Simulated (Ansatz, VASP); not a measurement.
# Cross-check of Ti4Cl (Cl/Ti(0001)) between VASP and Ansatz

One calculation is typed for both programs; each brings its own data sets. How far apart do they land? Of the first pair: The cell is taken from a series of runs on this material, whose earlier steps may have relaxed, scaled, displaced or heated it; both programs get it as it stands.

Calculated with Ansatz 0.2.0; plane waves, with VASP 6.6.1 beside it; single point at PBE.

## 1. The structure

The cell holds 5 atoms: 4 Ti and 1 Cl. Cell: a = 2.950 Å, b = 2.950 Å, c = 27.187 Å, α = 90.0°, β = 90.0°, γ = 60.0°. Vacuum lies along c.

## 2. VASP: single point, PBE, pair 1

With cell and atoms fixed, the geometry can't cause a difference; cores, projectors, grids and the points listed under the comparison can.

Lines of VASP's logs that name or quote its potential files are left out, and so is its time.

File INCAR:

```
SYSTEM = Ti4Cl
PREC = Accurate
ENCUT = 400
EDIFF = 1E-06
NELM = 120
ISMEAR = -1
SIGMA = 0.1
LREAL = .FALSE.
ALGO = Normal
GGA = PE
NBANDS = 34
LASPH = .TRUE.
LORBIT = 11
LWAVE = .FALSE.
LCHARG = .FALSE.
ISIF = 2
LDIPOL = .TRUE.
IDIPOL = 3
DIPOL = 0.5 0.5 0.5
LVHAR = .TRUE.
GGA_COMPAT = .FALSE.
NELMDL = -8
KPAR = 2
```

File POSCAR:

```
Ti4Cl
1.0
    2.9500000000      0.0000000000      0.0000000000
    1.4750000000      2.5547749412      0.0000000000
    0.0000000000      0.0000000000     27.1872628553
Ti Cl
4 1
Direct
    0.6666666667      0.6666666667      0.3310373703
    0.0000000000      0.0000000000      0.4171916850
    0.6666666667      0.6666666667      0.5042362746
    0.0000000000      0.0000000000      0.5885005890
    0.6666666667      0.6666666667      0.6518756524
```

File KPOINTS:

```
Automatic mesh
0
Gamma
12 12 1
0 0 0
```

PAW data sets: Ti_sv and Cl (PBE family, release 64).

On the command line:

```
$ mpirun -np 2 vasp_std
```

Numbers of over 12 decimals in the logs are rounded to 6 here.

What it wrote:

```text
[banner, memory and clock lines left out]
running    2 mpi-ranks, on    1 nodes
 distrk:  each k-point on    1 cores,    2 groups
 distr:  one band on    1 cores,    1 groups

 POSCAR found type information on POSCAR TiCl
 POSCAR found :  2 types and       5 ions
 LDA part: xc-table for (Slater+PW92), standard interpolation
 POSCAR, INCAR and KPOINTS ok, starting setup
 FFT: planning ... GRIDC
 FFT: planning ... GRID_SOFT
 FFT: planning ... GRID
 WAVECAR not read
 entering main loop
       N       E                     dE             d eps       ncg     rms          rms(c)
DAV:   1     0.610467914711E+03    0.61047E+03   -0.26891E+04  1572   0.138E+03
DAV:   2     0.542524065654E+02   -0.55622E+03   -0.54749E+03  1402   0.463E+02
DAV:   3    -0.259822201648E+02   -0.80235E+02   -0.78851E+02  2184   0.151E+02
DAV:   4    -0.386036864535E+02   -0.12621E+02   -0.12551E+02  1968   0.520E+01
DAV:   5    -0.396850109787E+02   -0.10813E+01   -0.10804E+01  1980   0.139E+01
DAV:   6    -0.397154518954E+02   -0.30441E-01   -0.30427E-01  1984   0.278E+00
DAV:   7    -0.397164237806E+02   -0.97189E-03   -0.97156E-03  2008   0.405E-01
DAV:   8    -0.397164456639E+02   -0.21883E-04   -0.21862E-04  1904   0.693E-02    0.188E+01
DAV:   9    -0.756491690912E+02   -0.35933E+02   -0.36103E+02  2168   0.727E+01    0.432E+01
DAV:  10    -0.588310514841E+02    0.16818E+02   -0.75686E+02  1948   0.545E+01    0.379E+01
DAV:  11    -0.375678511326E+02    0.21263E+02   -0.23869E+02  1884   0.468E+01    0.148E+01
DAV:  12    -0.358970409657E+02    0.16708E+01   -0.59610E+01  1848   0.264E+01    0.905E+00
DAV:  13    -0.348056893193E+02    0.10914E+01   -0.20367E+01  1808   0.157E+01    0.516E+00
DAV:  14    -0.344020106356E+02    0.40368E+00   -0.29013E+00  1924   0.741E+00    0.380E+00
[...]
DAV:  27    -0.341441974942E+02   -0.21956E-04   -0.38361E-06  1220   0.169E-02    0.430E-03
DAV:  28    -0.341442234966E+02   -0.26002E-04   -0.27557E-06  1022   0.980E-03    0.333E-03
DAV:  29    -0.341442294436E+02   -0.59470E-05   -0.15332E-06   896   0.684E-03    0.152E-03
DAV:  30    -0.341442322646E+02   -0.28211E-05   -0.68394E-07   842   0.408E-03    0.127E-03
DAV:  31    -0.341442342312E+02   -0.19665E-05   -0.48464E-07   830   0.396E-03    0.163E-03
DAV:  32    -0.341442353201E+02   -0.10889E-05   -0.18689E-07   798   0.269E-03    0.142E-03
DAV:  33    -0.341442365750E+02   -0.12549E-05   -0.14136E-07   766   0.202E-03    0.979E-04
DAV:  34    -0.341442375737E+02   -0.99873E-06   -0.11969E-07   760   0.147E-03
   1 F= -.34144238E+02 E0= -.34033988E+02  d E =-.220498E+00
```

From OUTCAR (step 2):

```text
ion  position               nearest neighbor table
   1  0.667  0.667  0.331-   2 2.90   2 2.90   2 2.90
   2  0.000  0.000  0.417-   1 2.90   1 2.90   1 2.90   3 2.92   3 2.92   3 2.92
   3  0.667  0.667  0.504-   4 2.85   4 2.85   4 2.85   2 2.92   2 2.92   2 2.92
   4  0.000  0.000  0.589-   5 2.42   5 2.42   5 2.42   3 2.85   3 2.85   3 2.85
   5  0.667  0.667  0.652-   4 2.42   4 2.42   4 2.42

  LATTYP: Found a hexagonal cell.
 ALAT       =     2.9500000000
 C/A-ratio  =     9.2160213068

 Subroutine GETGRP returns: Found  6 space group operations
 (whereof  6 operations were pure point group operations)

The static configuration has the point symmetry C_3v.

 Found     19 irreducible k-points:

   k-points           NKPTS =     19   k-points in BZ     NKDIM =     19   number of bands    NBANDS=     34

   dimension x,y,z NGX =    20 NGY =   20 NGZ =  180
   dimension x,y,z NGXF=    40 NGYF=   40 NGZF=  360

   ENCUT  =  400.0 eV  29.40 Ry    5.42 a.u.   4.81  4.81 44.34*2*pi/ulx,y,z

   NELECT =      55.0000    total number of electrons

 k-points in reciprocal lattice and weights: Automatic mesh
   0.00000000  0.00000000  0.00000000       0.007
   0.08333333 -0.00000000  0.00000000       0.042
   0.16666667  0.00000000  0.00000000       0.042
   0.25000000  0.00000000  0.00000000       0.042
   0.33333333  0.00000000  0.00000000       0.042
   0.41666667  0.00000000  0.00000000       0.042
   0.50000000  0.00000000  0.00000000       0.021
   0.16666667  0.08333333  0.00000000       0.042
   0.25000000  0.08333333  0.00000000       0.083
[...]
-0.41666667  0.25000000  0.00000000       0.083
  -0.33333333  0.33333333  0.00000000       0.014

 dipolmoment           0.000000      0.000000     -0.003988 electrons x Angstroem

 average (electrostatic) potential at core
       1 -80.0486       2 -79.8463       3 -79.8672       4 -80.0393       5 -96.1612

 E-fermi :   0.9321

 k-point     1 :       0.0000    0.0000    0.0000
  band No.  band energies     occupation
    ...
     21      -2.1108      2.00000
     22      -1.5600      2.00000
     23      -1.5600      2.00000
     24      -1.0245      2.00000
     25       0.8172      1.51895
     26       1.1955      0.13398
     27       1.3263      0.03808
     28       1.6275      0.00191
     29       1.6275      0.00191
     30       1.6428      0.00164
    ...

 k-point     2 :       0.0833   -0.0000    0.0000
  band No.  band energies     occupation
    ...
     21      -2.0942      2.00000
     22      -1.8692      2.00000
     23      -1.6470      2.00000
     24      -0.9333      2.00000
     25       0.7679      1.67578
     26       1.0969      0.32284
     27       1.1763      0.16011
     28       1.4307      0.01358
     29       1.4994      0.00686
     30       1.6427      0.00164
    ...

 k-point     3 :       0.1667    0.0000    0.0000
  band No.  band energies     occupation
    ...
     23      -1.5142      2.00000
     24      -0.7154      2.00000
     25       0.4965      1.97467
     26       0.7244      1.77737
     27       0.9932      0.70364
     28       1.1240      0.25597
     29       1.2360      0.09145
     30       1.5295      0.00508
     31       1.7734      0.00044
     32       1.8885      0.00014
    ...

  Total        2.2344396      2.2344396     -1.6431011      0.0000000      0.0000000      0.0000000
  in kB       17.4718563     17.4718563    -12.8479760      0.0000000      0.0000000      0.0000000
  external PRESSURE =       7.3652455 kB  Pullay stress =       0.0000000 kB

  energy-cutoff  :      400.00
  volume of cell :      204.90
      direct lattice vectors                 reciprocal lattice vectors
     2.950000000  0.000000000  0.000000000     0.338983051 -0.195711956  0.000000000
     1.475000000  2.554774941  0.000000000     0.000000000  0.391423911  0.000000000
     0.000000000  0.000000000 27.187262855     0.000000000  0.000000000  0.036781930

 POSITION                                       TOTAL-FORCE (eV/Angst)
 -----------------------------------------------------------------------------------
      2.95000      1.70318      9.00000        -0.000000      0.000000      0.553879
      0.00000      0.00000     11.34230         0.000000      0.000000     -0.546336
      2.95000      1.70318     13.70880        -0.000000     -0.000000     -0.002970
      0.00000      0.00000     15.99972         0.000000      0.000000     -0.030870
      2.95000      1.70318     17.72271         0.000000      0.000000      0.026296
 -----------------------------------------------------------------------------------
    total drift:                               -0.000002     -0.000001      0.000586

  FREE ENERGIE OF THE ION-ELECTRON SYSTEM (eV)
  ---------------------------------------------------
  free  energy   TOTEN  =       -34.1442375737 eV

  energy  without entropy=      -33.9237394009  energy(sigma->0) =      -34.03398849

 vacuum level on the upper side and lower side of the slab         5.238         5.334

 total charge
# of ion       s       p       d       tot
------------------------------------------
    1        2.244   6.063   1.873  10.180
    2        2.241   6.117   1.865  10.223
    3        2.245   6.130   1.852  10.227
    4        2.202   6.143   1.955  10.300
    5        1.613   3.557   0.000   5.170
--------------------------------------------------
tot         10.545  28.009   7.545  46.099

[... 3 further parts left out ...]
```

This run has no spin polarisation, so a moment on Ti, if there is one, isn't seen. Its electron count is odd, so without a moment it is a metal by construction.

## 3. Ansatz: single point, PBE, pair 1

Ansatz runs on its PAW soft_1 files.

The same cell, functional, mesh and smearing now go to Ansatz, which takes its cutoff from its data sets.

File input.yaml:

```yaml
crystal:
  lattice:
    - [2.95, 0.0, 0.0]
    - [1.475, 2.5547749412, 0.0]
    - [0.0, 0.0, 27.1872628553]
  atoms:
    - { symbol: Ti, position: [0.6666666667, 0.6666666667, 0.3310373703] }
    - { symbol: Ti, position: [0.0, 0.0, 0.417191685] }
    - { symbol: Ti, position: [0.6666666667, 0.6666666667, 0.5042362746] }
    - { symbol: Ti, position: [0.0, 0.0, 0.588500589] }
    - { symbol: Cl, position: [0.6666666667, 0.6666666667, 0.6518756524] }
kpoints:
  mp_grid: { grid: [12, 12, 1] }
hamiltonian:
  xc: pbe
  pseudopotentials: { kind: paw, azcp: { folder: soft_1 } }
scf:
  occupations: { method: fermi_dirac, width: 0.1 }
efield:
  axis: 3
  dipole_correction: true
  ramp_width: 0.05
output:
  forces: true
  write_potential: true
  write_density: true
  volumetric_format: npy
  elf: true
```

On the command line:

```
$ ansatz run input.yaml --threads 4 --pin off --max-ram 8192MiB --backend cpu --events-out ev --progress --plain --runs-dir out
```

What it wrote:

```text
Engine: ansatz 0.2.0, x86_64-unknown-linux-gnu
Pseudopotentials: kind: paw
Pseudopotential: Ti, paw, valence charge 12, recommended cutoff 420 eV (normal), soft_1/Ti.paw.azcp
Pseudopotential: Cl, paw, valence charge 7, recommended cutoff 420 eV (normal), soft_1/Cl.paw.azcp
Functional definition: PBE
  parameter kappa = 0.804
  parameter beta = 0.066725
  exchange = pbe_x(kappa = kappa, mu = beta*pi^2/3)
  correlation = pbe_c(beta = beta)
Crystal: 5 atoms, lattice volume = 204.899 Å³
Basis set: ecut = 420 eV, 3943 PW (Γ), exchange–correlation on 40×40×384 points (8 copies of the dense FFT grid, shifted against one another)
Bands: 33, of which v1, the nominal top of the filled ones, is band 28 counted from 1 (27 counted from 0)
Symmetry: 6 space group operations
Space group: P3m1 (ITA 156), of the structure as read, at distance tolerance 5.9e-5 Å
k-points: 19 of 144 (time reversal used)
Non-local potential: Ti, projectors of the file, l = 0: 3, l = 1: 2, l = 2: 3, l = 3: 1
Non-local potential: Cl, projectors of the file, l = 0: 2, l = 1: 2, l = 2: 1
PAW form: soft (Blöchl's): semilocal exchange-correlation on the pseudo side does not see the compensation charge
PAW one-centre angular grid: Ti, 590 points (default); XC on 64 Gauss nodes
PAW one-centre angular grid: Cl, 110 points (default); XC on 64 Gauss nodes
Initial density: superposition of atomic densities (neutral atoms: chi_scale 0, normalization atom)
Initial wavefunctions: pseudopotential atomic-orbital guess
Functional: x = pbe(κ = 0.804, μ = 0.219515), c = pbe(β = 0.066725)
SCF iter   1: F=—  HF=-11082.119713 eV  |F-HF|=—  |Δ(HF+E_count)|=         —  Δρ=4.75e-2  dr2=6.16e1  ethr=3.10e-3  p=0.000 e·Å  D=3.28e-7 V/Å  ΔV_dip=-0.00 eV  dr2_dipole=5.27e0  V_vac-E_F(+/−)=7.97/7.97 eV  ⟨swp⟩=9.1  Hψ=3232  notcnv=0
efield: sawtooth ramp at fractional position 0.9665 (placed from the atoms, in the widest stretch of the axis that holds none; the zero of the levels goes with the place), width 0.0500; the density the first Hamiltonian is built on has a dipole p = 0.000 e·Å; the dipole correction subtracts the counter field D = 3.28e-7 V/Å, which shifts the + side's vacuum level by -0.00 eV against the − side's; the planar-averaged density in the ramp window peaks in size at 1.3e-6 e/Å³
preconditioner: auto → LDOS  [metal: Δε(μ)=0.039 eV  Ē_g=4.362 eV  σ=0.100 eV  W_gap=0.10  n_scr=18 (ndim 8)  ℏωp=12.4 eV  f_vac=0.536  D(μ)=5.37/eV (n_scr^D=18)  β→1.0]
SCF iter   2: F=—  HF=-11082.679461 eV  |F-HF|=—  |Δ(HF+E_count)|=   5.60e-1  Δρ=6.22e-2  dr2=1.29e2  ethr=3.10e-3  p=0.024 e·Å  D=2.15e-2 V/Å  ΔV_dip=-0.58 eV  dr2_dipole=2.80e1  V_vac-E_F(+/−)=0.67/1.26 eV  ⟨swp⟩=9.2  Hψ=2392  notcnv=0  recentre
SCF iter   3: F=—  HF=-11079.324752 eV  |F-HF|=—  |Δ(HF+E_count)|=    3.35e0  Δρ=1.59e-2  dr2=6.88e0  ethr=3.10e-3  p=0.018 e·Å  D=1.59e-2 V/Å  ΔV_dip=-0.43 eV  dr2_dipole=1.64e0  V_vac-E_F(+/−)=5.15/5.59 eV  ⟨swp⟩=6.1  Hψ=2006  notcnv=0
SCF iter   4: F=—  HF=-11079.183001 eV  |F-HF|=—  |Δ(HF+E_count)|=   1.42e-1  Δρ=5.84e-3  dr2=4.80e-1  ethr=3.10e-3  p=-0.012 e·Å  D=-1.09e-2 V/Å  ΔV_dip=0.30 eV  dr2_dipole=2.20e-1  V_vac-E_F(+/−)=4.88/4.59 eV  ⟨swp⟩=2.5  Hψ=884  notcnv=0
SCF iter   5: F=—  HF=-11079.171064 eV  |F-HF|=—  |Δ(HF+E_count)|=   1.19e-2  Δρ=3.69e-3  dr2=3.58e-1  ethr=8.73e-4  p=0.010 e·Å  D=8.81e-3 V/Å  ΔV_dip=-0.24 eV  dr2_dipole=1.02e-1  V_vac-E_F(+/−)=4.27/4.51 eV  ⟨swp⟩=2.6  Hψ=914  notcnv=0
SCF iter   6: F=—  HF=-11079.167465 eV  |F-HF|=—  |Δ(HF+E_count)|=   3.60e-3  Δρ=9.02e-4  dr2=3.90e-3  ethr=6.50e-4  p=0.008 e·Å  D=7.49e-3 V/Å  ΔV_dip=-0.20 eV  dr2_dipole=4.76e-4  V_vac-E_F(+/−)=4.33/4.54 eV  ⟨swp⟩=1.1  Hψ=764  notcnv=0
SCF iter   7: F=—  HF=-11079.167447 eV  |F-HF|=—  |Δ(HF+E_count)|=   1.73e-5  Δρ=3.67e-4  dr2=8.19e-4  ethr=7.09e-6  p=0.008 e·Å  D=6.77e-3 V/Å  ΔV_dip=-0.18 eV  dr2_dipole=2.29e-4  V_vac-E_F(+/−)=4.32/4.50 eV  ⟨swp⟩=3.1  Hψ=965  notcnv=0
SCF iter   8: F=—  HF=-11079.167586 eV  |F-HF|=—  |Δ(HF+E_count)|=   1.38e-4  Δρ=1.54e-4  dr2=9.98e-5  ethr=1.49e-6  p=0.006 e·Å  D=4.95e-3 V/Å  ΔV_dip=-0.13 eV  dr2_dipole=8.91e-6  V_vac-E_F(+/−)=4.32/4.46 eV  ⟨swp⟩=2.2  Hψ=871  notcnv=0
SCF iter   9: F=—  HF=-11079.167751 eV  |F-HF|=—  |Δ(HF+E_count)|=   1.66e-4  Δρ=9.28e-5  dr2=1.13e-4  ethr=1.82e-7  p=0.004 e·Å  D=3.43e-3 V/Å  ΔV_dip=-0.09 eV  dr2_dipole=1.96e-5  V_vac-E_F(+/−)=4.33/4.42 eV  ⟨swp⟩=2.8  Hψ=962  notcnv=0
SCF iter  10: F=—  HF=-11079.167753 eV  |F-HF|=—  |Δ(HF+E_count)|=   1.99e-6  Δρ=2.42e-5  dr2=4.65e-6  ethr=1.82e-7  p=0.004 e·Å  D=3.09e-3 V/Å  ΔV_dip=-0.08 eV  dr2_dipole=8.97e-7  V_vac-E_F(+/−)=4.32/4.41 eV  ⟨swp⟩=1.4  Hψ=652  notcnv=0
SCF iter  11: F=—  HF=-11079.167755 eV  |F-HF|=—  |Δ(HF+E_count)|=   1.49e-6  Δρ=6.81e-6  dr2=2.40e-7  ethr=8.46e-9  p=0.003 e·Å  D=2.98e-3 V/Å  ΔV_dip=-0.08 eV  dr2_dipole=5.37e-8  V_vac-E_F(+/−)=4.32/4.40 eV  ⟨swp⟩=2.6  Hψ=927  notcnv=0
SCF iter  12: F=-11079.167755 eV  HF=-11079.167755 eV  |F-HF|=1.37e-8  |Δ(HF+E_count)|=   2.27e-7  Δρ=2.54e-6  dr2=1.93e-8  ethr=1.82e-10  p=0.003 e·Å  D=3.00e-3 V/Å  ΔV_dip=-0.08 eV  dr2_dipole=4.54e-12  V_vac-E_F(+/−)=4.32/4.40 eV  ⟨swp⟩=15.1  Hψ=5926  notcnv=0
SCF 1 converged in 12 iterations: F = -11079.167755 eV  dr2 = 1.93e-8
  greatest PAW one-centre occupation: 0.999 electrons in one spin orbital (limit 2), on the Ti atom at site 2 (counted from 0), in its partial waves of l = 0
WARN: The input density's exchange-correlation potential varies sharply where the density is thin. Do not read a vacuum level from v_tot or v_xc, or from such a field of the output density. On a cell that repeats whose density bears no net charge and no dipole along the vacuum's axis use v_es (v_loc + v_h of the components); under efield.dipole_correction with no amplitude use v_es + v_field, which holds any external [...]
SCF converged after 12 iterations
Free energy (F): -11079.167755 eV
Harris-Foulkes:  -11079.167755 eV  (|F-HF|=1.37e-8)
Internal energy: -11078.947813 eV  (E = F + TS)
E sigma→0 (E₀):  -11079.057784 eV
Entropy (-TS):   -0.219942 eV (-43.988 meV/atom)
Fermi energy:    2.745919 eV
Dipole field:    D = 0.003003 V/Å  (p = 0.003400 e·Å, saw-weighted, corrected)
Work function:   Φ+ = 4.3227 eV   Φ− = 4.4044 eV
Levels:          The Fermi level and band energies are counted from a zero that moves with the ramp; work functions are not
--- Per-component energies (eV) ---
  E_band       = -1184.417061
  E_kinetic    = 1278.752432
  E_local      = -65895.371631  (includes V_loc(G=0)·N_el)
  E_nonlocal   = 273.853715
  E_hartree    = 32277.262522
  E_xc         = -572.110437
  E_vxc        = -698.378365  (∫ρ·V_xc dr)
  E_paw        = -4827.618776  (= ΣΔE_a)
  E_vpaw       = -697.844627  (= ΣTr[D̂ρ^β])
  E_aug_tail   = -0.000204  (compensation charges beyond the density's cutoff)
  E_efield     = 0.000005  (sawtooth field / dipole correction)
  E_vefield    = 0.030659  (∫n·V_field dr)
  E_ewald      = 26386.284561
  E_smearing   = -0.219942  (= −TS)
  E_closure    = 0.000000  (closes the sum)
  Σ components = -11079.167755   (vs F -11079.167755, Δ=0.00e0)
--- Forces (eV/Å), atoms counted from 1 ---
  atom   1  Ti    -0.00000000     0.00000000     0.54644776
  atom   2  Ti     0.00000000    -0.00000000    -0.54751235
  atom   3  Ti     0.00000000     0.00000000     0.00081676
  atom   4  Ti     0.00000000    -0.00000000    -0.00197345
  atom   5  Cl     0.00000000    -0.00000000     0.00219365
  max |Σ_I F_I| component: 2.76e-5 eV/Å
--- Band table (eV; the first three rows and the last of 19) ---
  k-point 0: bands = [... 24 lower, 2.6314, 3.0096, 3.1362, 3.4432, 3.4432, 3.4593, 3.5070, 3.5070, ... 1 higher]
  k-point 1: bands = [... 24 lower, 2.5818, 2.9076, 2.9915, 3.2465, 3.3147, 3.4581, 3.5219, 3.6160, ... 1 higher]
  k-point 2: bands = [... 24 lower, 2.3093, 2.5372, 2.8077, 2.9386, 3.0512, 3.3450, 3.5896, 3.7052, ... 1 higher]
  k-point 18: bands = [... 24 lower, 1.5432, 2.0548, 2.1484, 2.6873, 2.7141, 2.8504, 3.0283, 3.5392, ... 1 higher]
```

Reading the cycles: dr2 is the Hartree energy of the density residual (eV), the measure of convergence; HF is the Harris–Foulkes estimate of the energy, which meets the free energy F at convergence.

## 4. Differences

Known differences besides the potentials themselves: the cutoff is 420 eV in Ansatz and 400 eV in VASP. Total energies have different zeros and are not compared.

Compared:

| quantity | Ansatz | VASP | difference |
| --- | --- | --- | --- |
| work function, lower of the two faces (eV) | 4.32 | 4.31 | +0.02 |
| work function, higher of the two faces (eV) | 4.40 | 4.40 | 0.00 |

Forces (eV/Å; atoms numbered as in POSCAR):

| atom | Ansatz x, y, z | VASP x, y, z |
| --- | --- | --- |
| Ti1 | 0.000, 0.000, 0.546 | 0.000, 0.000, 0.554 |
| Ti2 | 0.000, 0.000, -0.548 | 0.000, 0.000, -0.546 |
| Ti3 | 0.000, 0.000, 0.001 | 0.000, 0.000, -0.003 |
| Ti4 | 0.000, 0.000, -0.002 | 0.000, 0.000, -0.031 |
| Cl5 | 0.000, 0.000, 0.002 | 0.000, 0.000, 0.026 |

The forces differ by 10.0 meV/Å r.m.s., which is 5.0 % of the r.m.s. force of 0.201 eV/Å (both taken over all components). With vacuum in the cell, a pressure given here is an average over mostly empty space and none of the material.

(Part 1 of 2 ends here.)

[Lines on the potential files, build, host, timing and source positions are cut from VASP's logs without a mark.]

[Logs are printed without paths, hosts, clocks, repeated set-up lines and the standing remarks that a program may print on its own settings, such as how far it seeks lower states.]

[Hosts, paths, dates, database ids (printed as entryN), source tags and the programs' standing remarks are cut or masked in the printed files.]
